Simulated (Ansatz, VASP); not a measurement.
BaCaP3: VASP beside Ansatz

Contents of INCAR:

```
SYSTEM = BaCaP3
PREC = Accurate ; ENCUT = 520
EDIFF = 1E-6 ; ISMEAR = 0
SIGMA = 0.1 ; LREAL = .FALSE.
LASPH = .TRUE. ; NELM = 60
ALGO = Normal ; ISIF = 2
LWAVE = .FALSE. ; LCHARG = .TRUE.
GGA = PE ; LELF = .TRUE.
LVHAR = .TRUE. ; NBANDS = 46
```

File KPOINTS:

```
regular mesh
0
G
  3 3 4
  0 0 0
```

File POSCAR:

```
BaCaP3
1.0
    6.8610216535      0.0000000000      0.0000000000
   -3.4305108268      5.9418190479      0.0000000000
    0.0000000000      0.0000000000      5.8617254269
Ba Ca P
2 2 6
Direct
    0.3333333333      0.6666666667      0.7500000000
    0.6666666667      0.3333333333      0.2500000000
    0.0000000000      0.0000000000      0.5000000000
    0.0000000000      0.0000000000      0.0000000000
    0.1460000000      0.2919999999      0.2500000000
    0.8540000000      0.1460000000      0.7500000000
    0.8540000000      0.7080000001      0.7500000000
    0.1460000000      0.8540000000      0.2500000000
    0.7080000001      0.8540000000      0.2500000000
    0.2919999999      0.1460000000      0.7500000000
```

Input for Ansatz:

```yaml
crystal:
  lattice:
    - [6.8610216535, 0.0, 0.0]
    - [-3.4305108268, 5.9418190479, 0.0]
    - [0.0, 0.0, 5.8617254269]
  atoms:
    - { symbol: Ba, position: [0.3333333333, 0.6666666667, 0.75] }
    - { symbol: Ba, position: [0.6666666667, 0.3333333333, 0.25] }
    - { symbol: Ca, position: [0.0, 0.0, 0.5] }
    - { symbol: Ca, position: [0.0, 0.0, 0.0] }
    - { symbol: P, position: [0.146, 0.2919999999, 0.25] }
    - { symbol: P, position: [0.854, 0.146, 0.75] }
    - { symbol: P, position: [0.854, 0.7080000001, 0.75] }
    - { symbol: P, position: [0.146, 0.854, 0.25] }
    - { symbol: P, position: [0.7080000001, 0.854, 0.25] }
    - { symbol: P, position: [0.2919999999, 0.146, 0.75] }
basis:
  ecutwfc: 420
kpoints:
  mp_grid: { grid: [3, 3, 4] }
hamiltonian:
  xc: pbe
scf:
  occupations: { method: gaussian, width: 0.1 }
  lower_state_search: "off"
output:
  forces: true
  stress: true
  eigenvalues: true
```

Alike in both runs: task single point; functional PBE; k mesh 3 × 3 × 4; occupations gaussian, width 0.1 eV; no spin polarisation.

```csv
,VASP,Ansatz
version,VASP 6.6.1,Ansatz 0.2.0
potentials or method,"VASP PAW PBE potentials, release 64 (Ba_sv, Ca_sv, P)","scalar-relativistic, plane waves, PAW"
plane-wave cutoff (eV),520,420
valence electrons in the cell,70,70
```

Ansatz gave:

* gap on the k mesh at the Fermi level (eV): none
* pressure (GPa): 19.3
* largest component of the traceless stress (GPa): 10.21
* rms of the force components (eV/Å): 2.296

**Question.** Which values does VASP return?

**Answer.** gap on the k mesh at the Fermi level (eV): none; pressure (GPa): 19.7; largest component of the traceless stress (GPa): 10.21; rms of the force components (eV/Å): 2.306.

Atom by atom the forces differ by 0.010 eV/Å (rms over components). A gap of «none» marks a metal or a gap that the smearing closes.

Caveats: so large a pressure means that the cell lies far from this level's equilibrium, or that cutoff or potentials fall short (VASP); forces of over 1 eV/Å show positions far from the minimum, so gaps and moduli don't describe the material at rest. Spin-orbit coupling is left out, which matters for the levels of Ba.
